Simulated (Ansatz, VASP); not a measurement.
Ca2GeF6: VASP beside Ansatz

INCAR

```
  PREC = Accurate
  ENCUT = 600
  EDIFF = 1E-7
  ISMEAR = 0
  SIGMA = 0.02
  LREAL = F
  LASPH = T
  NELM = 60
  ALGO = Fast
  ISIF = 3
  LWAVE = F
  LCHARG = F
  GGA = PE
  IBRION = 2
  NSW = 100
  EDIFFG = -0.01
```

File KPOINTS:

```
regular mesh
0
Gamma
  6 6 6
```

Contents of POSCAR:

```
Ca2GeF6
1.0
    0.0000000000      4.0016804534      4.0016804534
    4.0016804534      0.0000000000      4.0016804534
    4.0016804534      4.0016804534      0.0000000000
Ca Ge F
2 1 6
Direct
    0.2500000000      0.2500000000      0.2500000000
    0.7500000000      0.7500000000      0.7500000000
    0.0000000000      0.0000000000      0.0000000000
    0.7370523512      0.2629476488      0.2629476488
    0.2629476488      0.7370523512      0.2629476488
    0.2629476488      0.7370523512      0.7370523512
    0.7370523512      0.2629476488      0.7370523512
    0.2629476488      0.2629476488      0.7370523512
    0.7370523512      0.7370523512      0.2629476488
```

Input for Ansatz:

```yaml
crystal:
  lattice:
    - [0.0, 4.0016804534, 4.0016804534]
    - [4.0016804534, 0.0, 4.0016804534]
    - [4.0016804534, 4.0016804534, 0.0]
  atoms:
    - { symbol: Ca, position: [0.25, 0.25, 0.25] }
    - { symbol: Ca, position: [0.75, 0.75, 0.75] }
    - { symbol: Ge, position: [0.0, 0.0, 0.0] }
    - { symbol: F, position: [0.7370523512, 0.2629476488, 0.2629476488] }
    - { symbol: F, position: [0.2629476488, 0.7370523512, 0.2629476488] }
    - { symbol: F, position: [0.2629476488, 0.7370523512, 0.7370523512] }
    - { symbol: F, position: [0.7370523512, 0.2629476488, 0.7370523512] }
    - { symbol: F, position: [0.2629476488, 0.2629476488, 0.7370523512] }
    - { symbol: F, position: [0.7370523512, 0.7370523512, 0.2629476488] }
basis:
  ecutwfc: 420
kpoints:
  mp_grid: { grid: [6, 6, 6] }
hamiltonian:
  xc: pbe
scf:
  occupations: { method: gaussian, width: 0.02 }
output:
  forces: true
  stress: true
  eigenvalues: true
  write_density: true
  write_potential: true
  elf: true
  volumetric_format: npy
relax:
  adjacent_minimum: "off"
  f_tol: 0.01
  max_steps: 80
  cell: { stress_tol: 0.05 }
```

Change from the starting cell: species swapped into the Cs2WBr6 type (Fm-3m, No. 225).

Alike in both runs: task relaxation of cell and atoms; functional PBE; k mesh 6 × 6 × 6; occupations gaussian, width 0.02 eV; no spin polarisation.

|  | VASP | Ansatz |
| --- | --- | --- |
| version | VASP 6.6.1 | Ansatz 0.2.0 |
| potentials or method | VASP PAW PBE potentials, release 64 (Ca_sv, Ge_d, F) | scalar-relativistic, plane waves, PAW |
| plane-wave cutoff (eV) | 600 | 420 |
| valence electrons in the cell | 76 | 76 |

```tsv
	VASP	Ansatz	Ansatz less VASP
gap on the k mesh at the Fermi level, each at its own relaxed structure (eV)	1.89	1.86	-0.022
relaxed volume (Å³/atom)	14.18	14.24	+0.059
relaxed cell length with the largest relative difference (Å)	5.651	5.659	+0.0078
```

A k mesh can miss the band edges.
